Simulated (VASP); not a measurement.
# Germanium: GW quasiparticle gap, part 4 of 4

How does the gap of Germanium change from the starting functional to GW? The cell has space group Fd-3m. The start is a cell from a database of measured crystal structures.

VASP 6.6.1, plane waves and PAW; the level of theory is named at each step.

So far, quasiparticle gap on the mesh (eV): step 3 (G0W0, ENCUTGW 80, bands in the sums 80) 0.862; step 7 (G0W0, ENCUTGW 120, bands in the sums 136) 0.903; step 9 (G0W0, ENCUTGW 145, bands in the sums 184) 0.916; step 11 (G0W0, ENCUTGW 170, bands in the sums 232) 0.924; step 13 (G0W0, ENCUTGW 200, bands in the sums 296) 0.927.

### 15. G0W0, ENCUTGW 230, bands in the sums 360

This step: G0W0 on r2SCAN; plane waves and PAW (Ge_d_GW) (VASP 6.6.1).

ENCUTGW rises to 230 eV and the bands with it, to about the number of plane waves under that cutoff.

The input, INCAR:

```
SYSTEM = Ge
PREC = Accurate
ENCUT = 400
ISMEAR = 0
SIGMA = 0.01
LREAL = .FALSE.
METAGGA = R2SCAN
LASPH = .TRUE.
NBANDS = 360
ALGO = EVGW0
NELMGW = 1
ENCUTGW = 230
NOMEGA = 64
PRECFOCK = Fast
NBANDSGW = 24
LWAVE = .FALSE.
LCHARG = .FALSE.
```

The input, POSCAR:

```
Ge
1.0
    0.0000000000      2.8289100000      2.8289100000
    2.8289100000      0.0000000000      2.8289100000
    2.8289100000      2.8289100000      0.0000000000
Ge
2
Direct
    0.7500000000      0.7500000000      0.7500000000
    0.5000000000      0.5000000000      0.5000000000
```

The input, KPOINTS:

```
Automatic mesh
0
Gamma
4 4 4
0 0 0
```

The projector-augmented-wave data sets are Ge_d_GW (PBE family, release 64).

The run is started by

```console
> mpirun -np 8 vasp_std
```

Output:

```text
[banner, memory and clock lines left out]
running    8 mpi-ranks, on    1 nodes
[...]
[... a notice as in an earlier step ...]

 [... a notice as in an earlier step ...]

|                                                                             |
|           W    W    AA    RRRRR   N    N  II  N    N   GGGG   !!!           |
|           W    W   A  A   R    R  NN   N  II  NN   N  G    G  !!!           |
|           W    W  A    A  R    R  N N  N  II  N N  N  G       !!!           |
|           W WW W  AAAAAA  RRRRR   N  N N  II  N  N N  G  GGG   !            |
|           WW  WW  A    A  R   R   N   NN  II  N   NN  G    G                |
|           W    W  A    A  R    R  N    N  II  N    N   GGGG   !!!           |
|                                                                             |
|     The default for ENCUTGWSOFT is different in this version of VASP.       |
|     please manually set ENCUTGWSOFT =230 in the INCAR file.                 |
[...]
total number of BLAS operations       3152.42 Gflops
NQ=   4    0.2500    0.2500    0.0000,
|.........|.........|.........|.........|.........|.........|.........|.........
 performed       4345000 updates of chi_q(r,r)
 total number of BLAS operations       4376.66 Gflops
NQ=   5    0.5000    0.2500    0.0000,
|.........|.........|.........|.........|.........|.........|.........|.........
 performed       5967000 updates of chi_q(r,r)
 total number of BLAS operations       6077.37 Gflops
NQ=   6   -0.2500    0.2500    0.0000,
|.........|.........|.........|.........|.........|.........|.........|.........
 performed       7451000 updates of chi_q(r,r)
 total number of BLAS operations       7641.76 Gflops
NQ=   7    0.5000    0.5000    0.0000,
|.........|.........|.........|.........|.........|.........|.........|.........
 performed       8451000 updates of chi_q(r,r)
 total number of BLAS operations       8577.65 Gflops
NQ=   8   -0.2500    0.5000    0.2500,
|.........|.........|.........|.........|.........|.........|.........|.........
 performed       9658000 updates of chi_q(r,r)
 total number of BLAS operations       9829.64 Gflops
 resolving degeneracies of screened two electron integrals

 calculate QP shifts <psi_nk| G(iteration)W_0 |psi_nk>: iteration 1
 entering main loop
[key lines of the parts left out:]
E-fermi :   2.9964
```

The job ended after 1.9 min (8 MPI ranks of Intel Xeon Platinum 8375C at 2.90GHz (Ice Lake), shared host; peak memory 2.7 GiB; 15 min of CPU time).

From OUTCAR (step 15):

```text
 QP shifts <psi_nk| G(iteration)W_0 |psi_nk>: iteration 1
 for sc-GW calculations column KS-energies equals QP-energies in previous step
 and V_xc(KS)=  KS-energies - (<T + V_ion + V_H > + <T+V_H+V_ion>^1  + <V_x>^1)
 k-point   1 :       0.0000    0.0000    0.0000
  band No.  KS-energies  QP-energies   sigma(KS)   V_xc(KS)     V^pw_x(r,r')   Z            occupation Imag(sigma)
    ...
     11     -10.5346     -10.6082     -11.9723     -11.8631     -17.8911       0.6739       2.0000       0.8562
     12       2.7797       2.3710     -12.6905     -12.1702     -13.4010       0.7855       2.0000       0.0096
     13       2.7797       2.3710     -12.6905     -12.1702     -13.4010       0.7855       2.0000       0.0096
     14       2.7797       2.3710     -12.6905     -12.1702     -13.4010       0.7855       2.0000       0.0096
     15       3.2130       3.5064     -12.1162     -12.4944      -7.9690       0.7758       0.0000      -0.0869
     16       5.4852       5.5100     -10.5887     -10.6211      -6.3150       0.7671       0.0000      -0.1299
     17       5.4852       5.5100     -10.5887     -10.6211      -6.3150       0.7671       0.0000      -0.1299
     18       5.4852       5.5100     -10.5887     -10.6211      -6.3150       0.7671       0.0000      -0.1299
    ...

[... 1 part as in an earlier step ...]

[... 2 further parts left out ...]
[key lines of the parts left out:]
E-fermi :   2.9964
```

The gap is now 0.931 eV, +5 meV against the GW run before. The band edges change places after GW: the least gap now runs from band 12 at Γ to band 15 at (0.5, 0, 0), while the states that bound the starting gap (band 12 at Γ, band 15 at Γ) lie 1.135 eV apart. Spin-orbit coupling is left out. VASP warns that the automatic setting of its frequency mesh failed and advises more k points, so the value is in doubt.

### 16. Empty bands

This step: r2SCAN; plane waves and PAW (Ge_d_GW) (VASP 6.6.1).

The empty bands are made again, for the run that follows.

The input, INCAR:

```
SYSTEM = Ge
PREC = Accurate
ENCUT = 400
ISMEAR = 0
SIGMA = 0.01
LREAL = .FALSE.
METAGGA = R2SCAN
LASPH = .TRUE.
NBANDS = 432
ALGO = Exact
NELM = 1
LWAVE = .TRUE.
LCHARG = .FALSE.
LOPTICS = .TRUE.
NEDOS = 1000
CSHIFT = 0.1
```

POSCAR is that of step 15.

KPOINTS is that of step 15.

The run is started by

```console
> mpirun -np 8 vasp_std
```

Output:

```text
[banner, memory and clock lines left out]
running    8 mpi-ranks, on    1 nodes
[...]
[... a notice as in an earlier step ...]

 [... a notice as in an earlier step ...]

 LDA part: xc-table for (None), standard interpolation
 found WAVECAR, reading the header
  number of bands has changed, file:    20 present:   432
  trying to continue reading WAVECAR, but it might fail
 POSCAR, INCAR and KPOINTS ok, starting setup
[...]
reading WAVECAR
 random initialization beyond band           20
 the WAVECAR file was read successfully
 initial charge from wavefunction
 entering main loop
       N       E                     dE             d eps       ncg     rms          rms(c)
[... 1 cycle as in an earlier step ...]
   1 F= -.27504892E+02 E0= -.27504892E+02  d E =-.329171E-88
 writing wavefunctions
 optical routines
 imaginary and real dielectric function
 direction            1
 direction            2
 direction            3
```

Wall time 14 s (8 MPI ranks); peak memory 1.1 GiB; 1.8 min of CPU time.

Parts of OUTCAR (step 16):

```text
  Total        0.0899969      0.0899969      0.0899969      0.0000000      0.0000000      0.0000000
  in kB        3.1845705      3.1845705      3.1845705      0.0000000      0.0000000      0.0000000
  external PRESSURE =       3.1845705 kB  Pullay stress =       0.0000000 kB

[... 4 parts as in an earlier step ...]

[... 2 further parts left out ...]
[key lines of the parts left out:]
E-fermi :   2.9195
```

WAVECAR now holds 432 bands for 28 electrons.

### 17. G0W0, ENCUTGW 260, bands in the sums 432

This step: G0W0 on r2SCAN; plane waves and PAW (Ge_d_GW) (VASP 6.6.1).

ENCUTGW rises to 260 eV and the bands with it, to about the number of plane waves under that cutoff.

The input, INCAR:

```
SYSTEM = Ge
PREC = Accurate
ENCUT = 400
ISMEAR = 0
SIGMA = 0.01
LREAL = .FALSE.
METAGGA = R2SCAN
LASPH = .TRUE.
NBANDS = 432
ALGO = EVGW0
NELMGW = 1
ENCUTGW = 260
NOMEGA = 64
PRECFOCK = Fast
NBANDSGW = 24
LWAVE = .FALSE.
LCHARG = .FALSE.
```

POSCAR is that of step 16.

KPOINTS is that of step 16.

The run is started by

```console
> mpirun -np 8 vasp_std
```

Output:

```text
[banner, memory and clock lines left out]
running    8 mpi-ranks, on    1 nodes
[...]
[... a notice as in an earlier step ...]

 [... a notice as in an earlier step ...]

|                                                                             |
|           W    W    AA    RRRRR   N    N  II  N    N   GGGG   !!!           |
|           W    W   A  A   R    R  NN   N  II  NN   N  G    G  !!!           |
|           W    W  A    A  R    R  N N  N  II  N N  N  G       !!!           |
|           W WW W  AAAAAA  RRRRR   N  N N  II  N  N N  G  GGG   !            |
|           WW  WW  A    A  R   R   N   NN  II  N   NN  G    G                |
|           W    W  A    A  R    R  N    N  II  N    N   GGGG   !!!           |
|                                                                             |
|     The default for ENCUTGWSOFT is different in this version of VASP.       |
|     please manually set ENCUTGWSOFT =260 in the INCAR file.                 |
[...]
total number of BLAS operations       5441.97 Gflops
NQ=   4    0.2500    0.2500    0.0000,
|.........|.........|.........|.........|.........|.........|.........|.........
 performed       5233000 updates of chi_q(r,r)
 total number of BLAS operations       7664.49 Gflops
NQ=   5    0.5000    0.2500    0.0000,
|.........|.........|.........|.........|.........|.........|.........|.........
 performed       7184000 updates of chi_q(r,r)
 total number of BLAS operations      10564.96 Gflops
NQ=   6   -0.2500    0.2500    0.0000,
|.........|.........|.........|.........|.........|.........|.........|.........
 performed       8969000 updates of chi_q(r,r)
 total number of BLAS operations      13121.29 Gflops
NQ=   7    0.5000    0.5000    0.0000,
|.........|.........|.........|.........|.........|.........|.........|.........
 performed      10174000 updates of chi_q(r,r)
 total number of BLAS operations      15022.07 Gflops
NQ=   8   -0.2500    0.5000    0.2500,
|.........|.........|.........|.........|.........|.........|.........|.........
 performed      11628000 updates of chi_q(r,r)
 total number of BLAS operations      17315.28 Gflops
 resolving degeneracies of screened two electron integrals

 calculate QP shifts <psi_nk| G(iteration)W_0 |psi_nk>: iteration 1
 entering main loop
[key lines of the parts left out:]
E-fermi :   2.9964
```

Wall time 3 min (8 MPI ranks); peak memory 3.4 GiB; 23 min of CPU time.

Parts of OUTCAR (step 17):

```text
 QP shifts <psi_nk| G(iteration)W_0 |psi_nk>: iteration 1
 for sc-GW calculations column KS-energies equals QP-energies in previous step
 and V_xc(KS)=  KS-energies - (<T + V_ion + V_H > + <T+V_H+V_ion>^1  + <V_x>^1)
 k-point   1 :       0.0000    0.0000    0.0000
  band No.  KS-energies  QP-energies   sigma(KS)   V_xc(KS)     V^pw_x(r,r')   Z            occupation Imag(sigma)
    ...
     11     -10.5346     -10.6238     -11.9956     -11.8631     -17.8911       0.6732       2.0000       0.8348
     12       2.7797       2.3532     -12.7143     -12.1702     -13.4010       0.7838       2.0000      -0.0155
     13       2.7797       2.3532     -12.7143     -12.1702     -13.4010       0.7838       2.0000      -0.0155
     14       2.7797       2.3532     -12.7143     -12.1702     -13.4010       0.7838       2.0000      -0.0155
     15       3.2130       3.4842     -12.1456     -12.4944      -7.9690       0.7774       0.0000      -0.0955
     16       5.4852       5.4967     -10.6061     -10.6211      -6.3150       0.7669       0.0000      -0.1506
     17       5.4852       5.4967     -10.6061     -10.6211      -6.3150       0.7669       0.0000      -0.1506
     18       5.4852       5.4967     -10.6061     -10.6211      -6.3150       0.7669       0.0000      -0.1506
    ...

[... 1 part as in an earlier step ...]

[... 2 further parts left out ...]
[key lines of the parts left out:]
E-fermi :   2.9964
```

The gap is now 0.933 eV, +2 meV against the GW run before. The band edges change places after GW: the least gap now runs from band 12 at Γ to band 15 at (0.5, 0, 0), while the states that bound the starting gap (band 12 at Γ, band 15 at Γ) lie 1.131 eV apart. Spin-orbit coupling is left out. VASP warns that the automatic setting of its frequency mesh failed and advises more k points, so the value is in doubt.

### 18. Summary

This step: GW series: G0W0 on r2SCAN; plane waves and PAW (VASP 6.6.1).

No new run; the numbers come from the runs before.

This step gave:

- gap extrapolated to a complete basis: 0.9471 eV
- direct gap extrapolated to a complete basis: 1.114 eV

G0W0 on a 4x4x4 mesh; cost is wall time times ranks on a shared host, with the step that makes the empty bands but not the self-consistent start. G0W0 series:

```
response cutoff ENCUTGW (eV)  bands  quasiparticle gap (eV)  direct quasiparticle gap (eV)  cost (core minutes)
                          80     80                  0.8623                          1.196                 4.77
                         100    104                  0.8852                          1.176                 6.53
                         120    136                  0.9033                          1.168                 7.52
                         145    184                   0.916                          1.159                 8.48
                         170    232                  0.9242                          1.152                12.85
                         200    296                  0.9266                          1.139                14.43
                         230    360                  0.9313                          1.135                 16.8
                         260    432                  0.9331                          1.131                25.49
```

### 19. What came out

```yaml
g0w0_on_r2scan_432_bands_encutgw_260_ev_nomega_64_mesh_4x4x4: 0.433 → 0.933 eV
g0w0_on_r2scan_80_bands_encutgw_80_ev_nomega_64_mesh_4x4x4: 0.433 → 0.862 eV
gap_at_a_complete_basis_linear_in_encutgw_minus_3_over_2: 0.947 eV
```

**Reading.** G0W0 gives a quasiparticle gap of 0.933 eV on the mesh, 0.50 eV over the r2SCAN gap on the same mesh. The steps of the series move the gap by +23, +18, +13, +8, +2, +5, +2 meV; the last costs 1.5 times the one before. The last step lies within a tolerance of 30 meV, picked for this account, and the last two together move the gap by +7 meV. Extrapolated from the last three points to a complete basis, the gap is 0.947 eV, +14 meV from the dearest run. The extrapolation removes the error of the response basis alone, at this mesh, ENCUT and data set. The orbitals give an independent-particle dielectric component as large as 292 on this mesh, where the few k points at the small direct gap weigh too much; the screening isn't converged. In the run G0W0 on r2SCAN with 432 bands, ENCUTGW 260 eV and the 4×4×4 mesh, the band edges change places after GW: the least gap now runs from band 12 at Γ to band 15 at (0.5, 0, 0), while the states that bound the starting gap (band 12 at Γ, band 15 at Γ) lie 1.131 eV apart. In Ge_d_GW the d shell is in the valence without all the semicore s and p states of the same shell; those stay frozen in the core, and how far that moves the GW gap wasn't tested here. Spin-orbit coupling is left out; with Ge in the cell it can split or shift band edges, by an amount that depends on which atoms form them and isn't tested here. VASP warned that the automatic setting of its frequency mesh failed, and advised more k points, in all GW runs. Those values are in doubt. Not tabulated here, as repeats of values shown or as unfit to read for their mesh, reference level or band range: eps2 curves (empty bands); eps1 curves and static values (empty bands); gaps (empty bands).

[Lines on the potential files, build, host, timing and source positions are cut from VASP's logs without a mark.]

[Logs are printed without paths, hosts, clocks, repeated set-up lines and the standing remarks that a program may print on its own settings, such as how far it seeks lower states.]

[Hosts, paths, dates, database ids (printed as entryN), source tags and the programs' standing remarks are cut or masked in the printed files.]

[Pressures printed for these runs are not shown converged in the cutoff: they can be off by several GPa and have the wrong sign.]
